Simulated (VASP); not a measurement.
A convergence study with VASP on AlP (zinc blende): one setting is varied, all else stays as given below, so the limit is that of these other settings.

```
CELL_PARAMETERS angstrom
      0.00000     2.73000     2.73000
      2.73000     0.00000     2.73000
      2.73000     2.73000     0.00000
ATOMIC_POSITIONS crystal
  Al 0.00000 0.00000 0.00000
  P  0.25000 0.25000 0.25000
```

These are PBE GGA, VASP's PBE PAW potentials (set 64) (plane waves; VASP 6.6.1) values and carry that method's errors. The tightest run used: 550 eV cut-off, 13×13×13 Monkhorst-Pack mesh, Gaussian smearing of 0.050 eV, potentials Al P.

```csv
setting,E (eV/atom),pressure (GPa),irreducible k-points
1×1×1 mesh,1.4749,31.60,1
2×2×2 mesh,-5.1403,2.59,2
3×3×3 mesh,-4.9965,3.60,4
4×4×4 mesh,-5.1851,2.18,10
5×5×5 mesh,-5.1716,2.31,10
```

### Question
These are the cheaper rows. Estimate the results at 13×13×13 mesh, and how far the last row shown lies from them.

### Answer

```
quantity        tightest run  last row shown is off by
--------------  ------------  ------------------------
E (eV/atom)          -5.1855                    0.0138
pressure (GPa)          2.18                      0.13
```

Left out are rungs that failed or repeat a setting and relaxations that didn't move; long series are thinned to 24 rows.

The compound is AlP in the zinc blende structure. The cell was not relaxed at this level.
